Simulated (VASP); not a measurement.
These are r2SCAN meta-GGA, VASP's PBE PAW potentials (set 64) (plane waves; VASP) values and carry that method's errors.

VASP input:

File POSCAR:
```
Cs
1
   -3.0500000000     3.0500000000     3.0500000000
    3.0500000000    -3.0500000000     3.0500000000
    3.0500000000     3.0500000000    -3.0500000000
Cs
1
Direct
  0.0000000000   0.0000000000   0.0000000000
```

### INCAR
```
# general
SYSTEM  = Cs
PREC    = Accurate
ENCUT   = 400
LREAL   = .FALSE.
LASPH   = .TRUE.

# electronic loop
EDIFF   = 1E-6
NELM    = 100
ALGO    = Normal
LMAXMIX = 4
LMIXTAU = .TRUE.

# smearing
ISMEAR  = 1
SIGMA   = 0.1

# functional
METAGGA = R2SCAN

# ions
IBRION  = 2
NSW     = 60
ISIF    = 3
EDIFFG  = -0.01

# output
LWAVE   = .FALSE.
LCHARG  = .FALSE.
```

### KPOINTS
```
Automatic mesh
0
Gamma
8 8 8
0 0 0
```

POTCAR, in this order: Cs_sv (PBE.64 set). Program: vasp_std.

What VASP printed:

### OUTCAR
```
 ion  position               nearest neighbor table
   1  0.000  0.000  0.000-
  LATTYP: Found a body centered cubic cell.
 ALAT       =     6.1000000000
 Subroutine PRICEL returns:
 Original cell was already a primitive cell.
 Subroutine GETGRP returns: Found 48 space group operations
The static configuration has the point symmetry O_h .
The dynamic configuration has the point symmetry O_h .
 Subroutine INISYM returns: Found 48 space group operations
 Subroutine IBZKPT returns following result:
 Found     29 irreducible k-points:

 Following reciprocal coordinates:
            Coordinates               Weight
  0.000000  0.000000  0.000000      1.000000
  0.125000  0.000000  0.000000     12.000000
  0.250000  0.000000  0.000000     12.000000
  0.375000  0.000000  0.000000     12.000000
  0.500000  0.000000  0.000000      6.000000
  0.125000  0.125000  0.000000     24.000000
  0.250000  0.125000  0.000000     48.000000
  0.375000  0.125000  0.000000     48.000000
  0.250000  0.250000  0.000000     24.000000
  0.375000  0.250000 -0.000000     24.000000
  0.125000  0.125000  0.125000      8.000000
  0.250000  0.125000  0.125000     24.000000
  0.375000  0.125000  0.125000     12.000000
 -0.125000  0.125000  0.125000      6.000000
  0.250000  0.250000  0.125000     24.000000
 -0.250000  0.250000  0.125000     24.000000
 -0.375000  0.375000  0.125000     24.000000
 -0.250000  0.375000  0.125000     24.000000
  0.500000  0.500000  0.125000     12.000000
 -0.375000  0.500000  0.125000     48.000000
 -0.375000 -0.375000  0.125000      8.000000
  0.250000  0.250000  0.250000      2.000000
 -0.250000  0.250000  0.250000      6.000000
 -0.375000  0.375000  0.250000     24.000000
  0.500000  0.500000  0.250000     12.000000
 -0.375000  0.500000  0.250000     24.000000
 -0.375000  0.375000  0.375000      6.000000
  0.500000  0.500000  0.375000     12.000000
  0.500000  0.500000  0.500000      1.000000
   k-points           NKPTS =     29   k-points in BZ     NKDIM =     29   number of bands    NBANDS=      8
   number of dos      NEDOS =    301   number of ions     NIONS =      1
   total plane-waves  NPLWV =  46656
   dimension x,y,z NGX =    36 NGY =   36 NGZ =   36
   dimension x,y,z NGXF=    72 NGYF=   72 NGZF=   72
   ions per type =               1
   PREC   = accura    normal or accurate (medium, high low for compatibility)
   ISTART =      0    job   : 0-new  1-cont  2-samecut
   ICHARG =      2    charge: 1-file 2-atom 10-const
   ISPIN  =      1    spin polarized calculation?
   LNONCOLLINEAR =      F non collinear calculations
   LSORBIT =      F    spin-orbit coupling
   INIWAV =      1    electr: 0-lowe 1-rand  2-diag
   ENCUT  =  400.0 eV  29.40 Ry    5.42 a.u.   8.61  8.61  8.61*2*pi/ulx,y,z
   NELM   =    100;   NELMIN=  2; NELMDL= -5     # of ELM steps
   EDIFF  = 0.1E-05   stopping-criterion for ELM
   LREAL  =      F    real-space projection
   NLSPLINE    = F    spline interpolate recip. space projectors
   LMAXMIX     =    4 max onsite mixed and CHGCAR
   VOSKOWN=      0    Vosko Wilk Nusair interpolation
   EDIFFG = -.1E-01   stopping-criterion for IOM
   NSW    =     60    number of steps for IOM
   NBLOCK =      1;   KBLOCK =     60    inner block; outer block
   IBRION =      2    ionic relax: 0-MD 1-quasi-New 2-CG
   NFREE  =      1    steps in history (QN), initial steepest desc. (CG)
   ISIF   =      3    stress and relaxation
   ISYM   =      2    0-nonsym 1-usesym 2-fastsym
   TEIN   =    0.0    initial temperature
   TEBEG  =    0.0;   TEEND  =   0.0 temperature during run
   SMASS  =  -3.00    Nose mass-parameter (am)
   PSTRESS=    0.0 pullay stress
...
```

### OSZICAR
```
       N       E                     dE             d eps       ncg     rms          rms(c)
DAV:   1     0.242917098603E+02    0.24292E+02   -0.25519E+03   464   0.647E+02
DAV:   2    -0.225319373495E+02   -0.46824E+02   -0.46287E+02   592   0.124E+02
DAV:   3    -0.270087343125E+02   -0.44768E+01   -0.44756E+01   488   0.447E+01
DAV:   4    -0.270682056500E+02   -0.59471E-01   -0.59470E-01   872   0.615E+00
DAV:   5    -0.270682177400E+02   -0.12090E-04   -0.12090E-04   568   0.796E-02    0.260E-01
DAV:   6    -0.257270100014E+02    0.13412E+01   -0.10426E-01   464   0.363E+00    0.251E-01
DAV:   7    -0.244584315299E+02    0.12686E+01   -0.80172E-01   536   0.574E+00    0.495E-01
DAV:   8    -0.249779992717E+02   -0.51957E+00   -0.57573E-01   576   0.569E+00    0.107E-01
DAV:   9    -0.246584323853E+02    0.31957E+00   -0.49767E-01   560   0.523E+00    0.327E-01
DAV:  10    -0.249736309867E+02   -0.31520E+00   -0.26476E-01   528   0.444E+00    0.406E-02
DAV:  11    -0.249522401149E+02    0.21391E-01   -0.13341E-02   568   0.108E+00    0.523E-02
DAV:  12    -0.249392103267E+02    0.13030E-01   -0.26802E-03   656   0.370E-01    0.552E-02
DAV:  13    -0.248970422245E+02    0.42168E-01   -0.20175E-02   520   0.122E+00    0.791E-02
DAV:  14    -0.249989502688E+02   -0.10191E+00   -0.13302E-01   464   0.246E+00    0.455E-02
DAV:  15    -0.250043193229E+02   -0.53691E-02   -0.80603E-03   512   0.101E+00    0.374E-02
DAV:  16    -0.250036002231E+02    0.71910E-03   -0.33132E-04   680   0.151E-01    0.385E-02
DAV:  17    -0.250024343121E+02    0.11659E-02   -0.12590E-03   496   0.387E-01    0.352E-02
DAV:  18    -0.250057887673E+02   -0.33545E-02   -0.52332E-03   480   0.755E-01    0.250E-02
DAV:  19    -0.250082131064E+02   -0.24243E-02   -0.14395E-03   488   0.322E-01    0.522E-02
DAV:  20    -0.250039084373E+02    0.43047E-02   -0.43863E-03   464   0.657E-01    0.525E-02
DAV:  21    -0.250022585273E+02    0.16499E-02   -0.27837E-03   480   0.576E-01    0.237E-02
DAV:  22    -0.250030434231E+02   -0.78490E-03   -0.30418E-04   504   0.219E-01    0.225E-02
DAV:  23    -0.250029621583E+02    0.81265E-04   -0.11206E-05   776   0.351E-02    0.219E-02
DAV:  24    -0.250034399941E+02   -0.47784E-03   -0.12861E-04   480   0.109E-01    0.144E-02
DAV:  25    -0.250038483372E+02   -0.40834E-03   -0.37807E-04   480   0.265E-01    0.773E-03
DAV:  26    -0.250038747594E+02   -0.26422E-04   -0.12622E-05   672   0.393E-02    0.616E-03
DAV:  27    -0.250039268245E+02   -0.52065E-04   -0.34169E-05   480   0.712E-02    0.518E-03
DAV:  28    -0.250040516878E+02   -0.12486E-03   -0.99334E-05   480   0.137E-01    0.335E-03
DAV:  29    -0.250041059067E+02   -0.54219E-04   -0.44954E-05   480   0.792E-02    0.313E-03
DAV:  30    -0.250041176819E+02   -0.11775E-04   -0.11708E-05   544   0.496E-02    0.255E-03
DAV:  31    -0.250041061932E+02    0.11489E-04   -0.23904E-05   488   0.496E-02    0.900E-04
DAV:  32    -0.250041070423E+02   -0.84908E-06   -0.11125E-06   584   0.105E-02
   1 F= -.25004107E+02 E0= -.25003107E+02  d E =-.250041E+02
       N       E                     dE             d eps       ncg     rms          rms(c)
DAV:   1    -0.250168471698E+02   -0.12741E-01   -0.32420E-01   464   0.377E+00    0.483E-01
DAV:   2    -0.250084067478E+02    0.84404E-02   -0.15419E-02   464   0.902E-01    0.234E-01
DAV:   3    -0.250043894625E+02    0.40173E-02   -0.25363E-02   512   0.188E+00    0.533E-02
DAV:   4    -0.250050105483E+02   -0.62109E-03   -0.81261E-03   464   0.112E+00    0.456E-02
DAV:   5    -0.250069992769E+02   -0.19887E-02   -0.10328E-03   512   0.333E-01    0.243E-02
DAV:   6    -0.250058800547E+02    0.11192E-02   -0.29728E-03   464   0.623E-01    0.932E-03
DAV:   7    -0.250058541974E+02    0.25857E-04   -0.22335E-04   480   0.176E-01    0.214E-03
DAV:   8    -0.250059491415E+02   -0.94944E-04   -0.42778E-04   464   0.223E-01    0.272E-03
DAV:   9    -0.250058361184E+02    0.11302E-03   -0.22679E-04   464   0.154E-01    0.889E-04
DAV:  10    -0.250058405903E+02   -0.44719E-05   -0.11814E-05   560   0.543E-02    0.569E-04
DAV:  11    -0.250058384243E+02    0.21660E-05   -0.52424E-06   472   0.251E-02    0.349E-04
DAV:  12    -0.250058382885E+02    0.13585E-06   -0.46581E-07   584   0.861E-03
   2 F= -.25005838E+02 E0= -.25004867E+02  d E =-.173125E-02
       N       E                     dE             d eps       ncg     rms          rms(c)
DAV:   1    -0.250844267902E+02   -0.78588E-01   -0.22838E+00   464   0.990E+00    0.128E+00
DAV:   2    -0.250260731253E+02    0.58354E-01   -0.11223E-01   464   0.241E+00    0.620E-01
DAV:   3    -0.250232424256E+02    0.28307E-02   -0.12209E-01   568   0.373E+00    0.133E-01
DAV:   4    -0.250074257963E+02    0.15817E-01   -0.59470E-02   464   0.315E+00    0.112E-01
DAV:   5    -0.250274789949E+02   -0.20053E-01   -0.22487E-02   464   0.191E+00    0.558E-02
DAV:   6    -0.250087251196E+02    0.18754E-01   -0.23447E-02   464   0.210E+00    0.175E-02
DAV:   7    -0.250080399384E+02    0.68518E-03   -0.33056E-03   480   0.696E-01    0.762E-03
DAV:   8    -0.250086990583E+02   -0.65912E-03   -0.44409E-03   464   0.858E-01    0.873E-03
DAV:   9    -0.250082370245E+02    0.46203E-03   -0.25615E-03   464   0.586E-01    0.424E-03
DAV:  10    -0.250082399428E+02   -0.29183E-05   -0.56546E-05   632   0.999E-02    0.234E-03
DAV:  11    -0.250082500423E+02   -0.10100E-04   -0.72645E-06   520   0.369E-02    0.271E-03
DAV:  12    -0.250082174863E+02    0.32556E-04   -0.70528E-05   464   0.115E-01    0.192E-03
DAV:  13    -0.250082109679E+02    0.65183E-05   -0.32981E-05   464   0.797E-02    0.534E-04
DAV:  14    -0.250082114521E+02   -0.48413E-06   -0.23786E-07   712   0.622E-03
   3 F= -.25008211E+02 E0= -.25007315E+02  d E =-.410441E-02
       N       E                     dE             d eps       ncg     rms          rms(c)
DAV:   1    -0.250146396395E+02   -0.64287E-02   -0.18602E-01   464   0.286E+00    0.366E-01
DAV:   2    -0.250098251328E+02    0.48145E-02   -0.89574E-03   464   0.685E-01    0.178E-01
DAV:   3    -0.250073070221E+02    0.25181E-02   -0.15941E-02   512   0.151E+00    0.409E-02
DAV:   4    -0.250076862799E+02   -0.37926E-03   -0.42061E-03   464   0.794E-01    0.353E-02
DAV:   5    -0.250089815850E+02   -0.12953E-02   -0.68690E-04   512   0.281E-01    0.183E-02
DAV:   6    -0.250083710592E+02    0.61053E-03   -0.21076E-03   464   0.511E-01    0.695E-03
DAV:   7    -0.250083166240E+02    0.54435E-04   -0.14334E-04   480   0.136E-01    0.162E-03
DAV:   8    -0.250084148340E+02   -0.98210E-04   -0.34826E-04   464   0.189E-01    0.227E-03
DAV:   9    -0.250083127129E+02    0.10212E-03   -0.17219E-04   464   0.129E-01    0.736E-04
DAV:  10    -0.250083149910E+02   -0.22781E-05   -0.57957E-06   552   0.360E-02    0.484E-04
DAV:  11    -0.250083137363E+02    0.12547E-05   -0.33202E-06   480   0.190E-02    0.235E-04
DAV:  12    -0.250083135482E+02    0.18807E-06   -0.27783E-07   536   0.751E-03
   4 F= -.25008314E+02 E0= -.25007437E+02  d E =-.420651E-02
```

OUTCAR:
```
------------------------ aborting loop because EDIFF is reached ----------------------------------------
  FORCE on cell =-STRESS in cart. coord.  units (eV):
  Direction    XX          YY          ZZ          XY          YZ          ZX
  --------------------------------------------------------------------------------------
  Total       -0.0027253     -0.0027253     -0.0027253     -0.0000000     -0.0000000      0.0000000
  in kB       -0.0356770     -0.0356770     -0.0356770     -0.0000000     -0.0000000      0.0000000
  external PRESSURE =      -0.0356770 kB  Pullay stress =       0.0000000 kB
  volume of cell :      122.39
      direct lattice vectors                 reciprocal lattice vectors
    -3.127712465  3.127712465  3.127712465     0.000000000  0.159861242  0.159861242
     3.127712465 -3.127712465  3.127712465     0.159861242  0.000000000  0.159861242
     3.127712465  3.127712465 -3.127712465     0.159861242  0.159861242  0.000000000
 POSITION                                       TOTAL-FORCE (eV/Angst)
 -----------------------------------------------------------------------------------
      3.12771      3.12771      3.12771         0.000000     -0.000000      0.000000
 -----------------------------------------------------------------------------------
    total drift:                                0.000000      0.000000     -0.000000
  FREE ENERGIE OF THE ION-ELECTRON SYSTEM (eV)
  ---------------------------------------------------
  free  energy   TOTEN  =       -25.0083135482 eV

  energy  without entropy=      -25.0056849319  energy(sigma->0) =      -25.00743734

 reached required accuracy - stopping structural energy minimisation
```
(Selected blocks of OUTCAR.)

CONTCAR:
```
Cs
   1.00000000000000
    -3.1277124645323973    3.1277124645323973    3.1277124645323973
     3.1277124645323973   -3.1277124645323973    3.1277124645323973
     3.1277124645323973    3.1277124645323973   -3.1277124645323973
  Cs
     1
Direct
     1.0000000000000000    1.0000000000000000    1.0000000000000000
```

OUTCAR:
```
 val. band max:        0.3991074756   @ k =   0.2500   0.2500   0.0000

 cond. band min:       0.4502791481   @ k =   0.3750   0.1250   0.0000


 Fermi energy:         0.4203272159

 k-point     1 :       0.0000    0.0000    0.0000
  band No.  band energies     occupation
      1     -24.4371      2.00000
      2     -10.8139      2.00000
      3     -10.8139      2.00000
      4     -10.8139      2.00000
      5      -1.3298      2.00000
      6       3.1644      0.00000
      7       3.1644      0.00000
      8       3.1644      0.00000

 k-point     2 :       0.1250    0.0000    0.0000
  band No.  band energies     occupation
      1     -24.4363      2.00000
      2     -10.8310      2.00000
      3     -10.8193      2.00000
      4     -10.8140      2.00000
      5      -1.1591      2.00000
      6       2.9367      0.00000
      7       2.9683      0.00000
      8       3.3319      0.00000

 k-point     3 :       0.2500    0.0000    0.0000
  band No.  band energies     occupation
      1     -24.4343      2.00000
      2     -10.8715      2.00000
      3     -10.8323      2.00000
      4     -10.8141      2.00000
      5      -0.6804      2.00000
      6       2.2596     -0.00000
      7       2.6119      0.00000
      8       3.8228      0.00000

 k-point     4 :       0.3750    0.0000    0.0000
  band No.  band energies     occupation
      1     -24.4324      2.00000
      2     -10.9110      2.00000
      3     -10.8452      2.00000
      4     -10.8143      2.00000
      5      -0.0031      2.00000
      6       1.5869     -0.00000
      7       2.3422     -0.00000
      8       3.9524      0.00000

 k-point     5 :       0.5000    0.0000    0.0000
  band No.  band energies     occupation
      1     -24.4316      2.00000
      2     -10.9271      2.00000
      3     -10.8505      2.00000
      4     -10.8143      2.00000
      5       0.5172     -0.04321
      6       1.1306     -0.00000
      7       2.2458     -0.00000
...
```

Energy and stress use the plane-wave basis of the starting cell. Unless said otherwise, spin-orbit coupling is left out, though it shifts the bands of the heavy elements here.

The compound is Cs in the bcc structure. This run relaxes it. Symmetry was kept, so distortions that lower it aren't found.
